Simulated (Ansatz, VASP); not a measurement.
# Re in two plane-wave programs, part 2 of 2

One calculation is typed for both programs; each brings its own data sets. How far apart do they land? The structure shown is the end of the Ansatz relaxation below.

VASP 6.6.1 and Ansatz 0.2.0.

So far: Set-up; Ansatz: relaxation, PBEsol; VASP: single point, PBEsol, pair 1; Side by side.

## Step 6: VASP: single point, PBEsol, pair 2

Level of this step: PBEsol; plane waves and PAW (Re) (VASP).

The same cell, functional, mesh and smearing now go to VASP, with its own data sets.

The input, INCAR:

```
SYSTEM = Re
PREC = Accurate
ENCUT = 600
EDIFF = 1E-06
NELM = 120
ISMEAR = -1
SIGMA = 0.05
LREAL = .FALSE.
ALGO = Normal
GGA = PS
NBANDS = 13
LASPH = .TRUE.
LORBIT = 11
LWAVE = .FALSE.
LCHARG = .FALSE.
ISIF = 2
GGA_COMPAT = .FALSE.
KPAR = 2
```

The input, POSCAR:

```
Re
1.0
    2.6681052800      0.0000000000      0.0000000000
   -1.3340526400      2.3106469525      0.0000000000
    0.0000000000      0.0000000000      4.5254265012
Re
2
Direct
    0.3333333333      0.6666666667      0.7500000000
    0.6666666667      0.3333333333      0.2500000000
```

The input, KPOINTS:

```
Automatic mesh
0
Gamma
18 18 10
0 0 0
```

Potentials, in the order of the species: Re (PBE family, release 64).

On the command line:

```
$ mpirun -np 2 vasp_std
```

Numbers of over 12 decimals in the logs are rounded to 6 here.

Log:

```text
[banner, memory and clock lines left out]
running    2 mpi-ranks, on    1 nodes
[...]
[... a notice as in an earlier step ...]

 LDA part: xc-table for (Slater+PW92), standard interpolation
 POSCAR, INCAR and KPOINTS ok, starting setup
[...]
entering main loop
       N       E                     dE             d eps       ncg     rms          rms(c)
DAV:   1     0.318113503541E+02    0.31811E+02   -0.73810E+03 10854   0.148E+03
DAV:   2    -0.251932707324E+02   -0.57005E+02   -0.48056E+02  9638   0.338E+02
DAV:   3    -0.279773256337E+02   -0.27841E+01   -0.25063E+01 10022   0.101E+02
DAV:   4    -0.280208353565E+02   -0.43510E-01   -0.43141E-01  9183   0.660E+00
[...]
DAV:   9    -0.265958630033E+02    0.74030E-03   -0.39436E-04 10009   0.229E-01    0.527E-02
DAV:  10    -0.265958593774E+02    0.36258E-05   -0.66730E-05  9422   0.103E-01    0.928E-03
DAV:  11    -0.265958600984E+02   -0.72094E-06   -0.28109E-07  5796   0.170E-02
   1 F= -.26595860E+02 E0= -.26589796E+02  d E =-.121275E-01
```

Parts of OUTCAR (step 6):

```text
  Total        5.1258744      5.1258744      0.1134761      0.0000000      0.0000000      0.0000000
  in kB      294.3624909    294.3624909      6.5165704      0.0000000      0.0000000      0.0000000
  external PRESSURE =     198.4138507 kB  Pullay stress =       0.0000000 kB

 POSITION                                       TOTAL-FORCE (eV/Angst)
 -----------------------------------------------------------------------------------
     -0.00000      1.54043      3.39407         0.000000     -0.000000      0.000000
      1.33405      0.77022      1.13136        -0.000000      0.000000      0.000000
 -----------------------------------------------------------------------------------
    total drift:                               -0.000000      0.000000     -0.000000

  FREE ENERGIE OF THE ION-ELECTRON SYSTEM (eV)
  ---------------------------------------------------
  free  energy   TOTEN  =       -26.5958600984 eV

  energy  without entropy=      -26.5837326021  energy(sigma->0) =      -26.58979635

[... 1 part as in an earlier step ...]

[... 2 further parts left out ...]
[key lines of the parts left out:]
E-fermi :   8.4699
```

The run ends at a pressure of 19.84 GPa.

## Step 7: Comparison

What differs besides the data sets and the points named for the pairs above, as far as they apply: the data sets hold 30 valence electrons in Ansatz (on its PAW soft_1 files) and 14 in VASP. Total energies have different zeros and are not compared.

Both answers:

```
      quantity  Ansatz   VASP  difference
pressure (GPa)   19.25  19.84       -0.59
```

## Step 8: Ansatz: relaxation, PBEsol

This run makes the geometry at which the two programs are then compared. The cell compared in this pair holds 28.31 Å³, against 27.90 Å³ for the pair before.

The structure compared here is the end of the Ansatz relaxation.

The input, input.yaml:

```yaml
crystal:
  lattice:
    - [2.69561152, 0.0, 0.0]
    - [-1.34780576, 2.3344680551, 0.0]
    - [0.0, 0.0, 4.496051868]
  atoms:
    - { symbol: Re, position: [0.3333333, 0.6666667, 0.75] }
    - { symbol: Re, position: [0.6666667, 0.3333333, 0.25] }
kpoints:
  mp_grid: { grid: [18, 18, 10] }
scf:
  occupations: { method: fermi_dirac, width: 0.05 }
hamiltonian:
  xc: pbesol
  pseudopotentials: { kind: paw, azcp: { folder: soft_1 }, xc_functional: pbe }
basis:
  ecutwfc: 600
output:
  forces: true
  stress: true
relax:
  f_tol: 0.005
  max_steps: 70
  cell: { stress_tol: 0.02, p_target: 0, fix: [a, b, alpha, beta, gamma] }
```

On the command line:

```
$ ansatz run input.yaml --threads 4 --pin off --max-ram 10240MiB --backend cpu --events-out ev --progress --plain --runs-dir out
```

Log:

```text
[...]
Crystal: 2 atoms, lattice volume = 28.293 Å³
Basis set: ecut = 600 eV, 965 PW (Γ), exchange–correlation on 48×48×72 points (8 copies of the dense FFT grid, shifted against one another)
Bands: 19, of which v1, the nominal top of the filled ones, is band 15 counted from 1 (14 counted from 0)
Symmetry: 24 space group operations
[...]
k-points: 222 of 3240
[...]
-0.000000      18.019750       0.000000
        0.000000       0.000000      -0.000944
  P = ⅓ Tr σ = 12.0129 GPa (120.129 kbar)
--- Relaxed structure (3 steps of the walk, 2 accepted, 1 SCFs on fresh bases) ---
[...]
cell:  # Å, volume = 28.3092 Å³
    - [2.695612, 0, 0.0]
    - [-1.347806, 2.334468, 0.0]
    - [0.0, 0.0, 4.498649]
  atoms:
    - { symbol: Re, position: [0.333333, 0.666667, 0.75] }
    - { symbol: Re, position: [0.666667, 0.333333, 0.250000] }
[key lines of the parts left out:]
SCF converged after 8 iterations
Free energy (F): -21476.701796 eV
Fermi energy:    24.997686 eV
```

## Step 9: VASP: single point, PBEsol, pair 3

The same cell, functional, mesh and smearing now go to VASP, with its own data sets.

INCAR is that of step 6.

The input, POSCAR:

```
Re
1.0
    2.6956115200      0.0000000000      0.0000000000
   -1.3478057600      2.3344680551      0.0000000000
    0.0000000000      0.0000000000      4.4986492027
Re
2
Direct
    0.3333333333      0.6666666667      0.7500000000
    0.6666666667      0.3333333333      0.2500000000
```

KPOINTS is that of step 6.

On the command line:

```
$ mpirun -np 2 vasp_std
```

Log:

```text
[... set-up lines as in an earlier step ...]
 entering main loop
       N       E                     dE             d eps       ncg     rms          rms(c)
DAV:   1     0.315501960639E+02    0.31550E+02   -0.74087E+03 10930   0.147E+03
DAV:   2    -0.252507227515E+02   -0.56801E+02   -0.48127E+02  9792   0.335E+02
DAV:   3    -0.280890129550E+02   -0.28383E+01   -0.24907E+01 10076   0.959E+01
DAV:   4    -0.281350649098E+02   -0.46052E-01   -0.45553E-01  9155   0.680E+00
[...]
DAV:   9    -0.266811724117E+02    0.73222E-03   -0.39168E-04 10093   0.215E-01    0.487E-02
DAV:  10    -0.266811666725E+02    0.57392E-05   -0.67327E-05  9430   0.104E-01    0.133E-02
DAV:  11    -0.266811673579E+02   -0.68543E-06   -0.29859E-07  5772   0.214E-02
   1 F= -.26681167E+02 E0= -.26675137E+02  d E =-.120598E-01
```

OUTCAR, selected parts (step 9):

```text
  Total        3.2527441      3.2527441      0.0736957     -0.0000000      0.0000000      0.0000000
  in kB      184.0912364    184.0912365      4.1708588     -0.0000000      0.0000000      0.0000000
  external PRESSURE =     124.1177772 kB  Pullay stress =       0.0000000 kB

 POSITION                                       TOTAL-FORCE (eV/Angst)
 -----------------------------------------------------------------------------------
     -0.00000      1.55631      3.37399         0.000000     -0.000000      0.000000
      1.34781      0.77816      1.12466        -0.000000      0.000000      0.000000
 -----------------------------------------------------------------------------------
    total drift:                               -0.000000      0.000000     -0.000000

  FREE ENERGIE OF THE ION-ELECTRON SYSTEM (eV)
  ---------------------------------------------------
  free  energy   TOTEN  =       -26.6811673579 eV

  energy  without entropy=      -26.6691075928  energy(sigma->0) =      -26.67513748

[... 1 part as in an earlier step ...]

[... 2 further parts left out ...]
[key lines of the parts left out:]
E-fermi :   8.2460
```

The run ends at a pressure of 12.41 GPa.

## Step 10: Side by side

What differs besides the data sets and the points named for the pairs above, as far as they apply: the data sets hold 30 valence electrons in Ansatz (on its PAW soft_1 files) and 14 in VASP. Total energies have different zeros and are not compared.

The two programs side by side:

```csv
quantity,Ansatz,VASP,difference
pressure (GPa),12.01,12.41,-0.40
```

## Step 11: Outcome

```json
{"difference in pressure (single point, PBEsol, pair 1)": "-0.10 GPa", "difference in pressure (single point, PBEsol, pair 2)": "-0.59 GPa", "difference in pressure (single point, PBEsol, pair 3)": "-0.40 GPa"}
```

The difference in pressure is -0.59 GPa (single point, PBEsol, pair 2), within the 1 GPa picked in this series as the mark of a large difference. The data sets hold unlike numbers of valence electrons (30 in Ansatz and 14 in VASP), so part of the differences comes from the potentials. 5 further runs of this series are not shown here. Such differences can come from data sets, numerical settings and the points named under the comparisons, not from the functional's error against experiment.

[Lines on the potential files, build, host, timing and source positions are cut from VASP's logs without a mark.]

[Logs are printed without paths, hosts, clocks, repeated set-up lines and the standing remarks that a program may print on its own settings, such as how far it seeks lower states.]

[Hosts, paths, dates, database ids (printed as entryN), source tags and the programs' standing remarks are cut or masked in the printed files.]
